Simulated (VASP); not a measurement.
Consider the following.

```
KZnF3
1.0
    4.08031     0.00000     0.00000
    0.00000     4.08031     0.00000
    0.00000     0.00000     4.08031
K Zn F
1 1 3
Cartesian
  0.00000   0.00000   0.00000
  2.04016   2.04016   2.04016
  2.04016   0.00000   2.04016
  0.00000   2.04016   2.04016
  2.04016   2.04016   0.00000
```

Computed with AM05 GGA, VASP's PBE PAW potentials (set 64) (plane waves; VASP). Numerical set-up: 520 eV cut-off, Gaussian smearing of 0.050 eV, potentials K_sv Zn F.

Q: Estimate the band gap (along the path) with the smallest direct gap where there is one.

A: 
```yaml
band gap (along the path): 3.72 eV
smallest direct gap (along the path): 5.43 eV
```

The absolute energy has meaning only against runs of the same code, potentials and settings.

The compound is KZnF3 in the cubic perovskite structure. It was relaxed first.
